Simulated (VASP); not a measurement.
Input:

```
Co
1.0
   -2.20667     2.20667     1.17453
    2.20667    -2.20667     1.17453
    2.20667     2.20667    -1.17453
Co
2
Direct
  0.75000   0.25000   0.50000
  0.00000   0.00000   0.00000
```
Starting moments (μB, in the order of the record's atoms Co Co): 1.7 1.7.

Method: PBEsol GGA, VASP's PBE PAW potentials (set 64) (plane waves; VASP). Run with 400 eV cut-off, 19×19×19 Γ-centred mesh, tetrahedra with Blöchl corrections, potentials Co.

**Question.** Estimate the cell moment, energy per atom (σ→0), band gap (on the k-mesh) with the smallest direct gap where there is one.

**Answer.** 
```yaml
band gap (on the k-mesh): none (metal, semimetal or under 0.01 eV)
cell_moment: 3.47 μB
energy per atom (σ→0): -7.148 eV/atom
```

**Question.** Give the moment on each site (PAW-sphere projection).

**Answer.** 
| site | moment (μB) |
|---|---|
| Co1 | 1.73 |
| Co2 | 1.73 |

Total energies compare only between runs with the same potentials, cut-off and functional.

The structure was generated: Co was put into the beta-Sn type (I4_1/amd), which need not be its known phase. It was relaxed first.
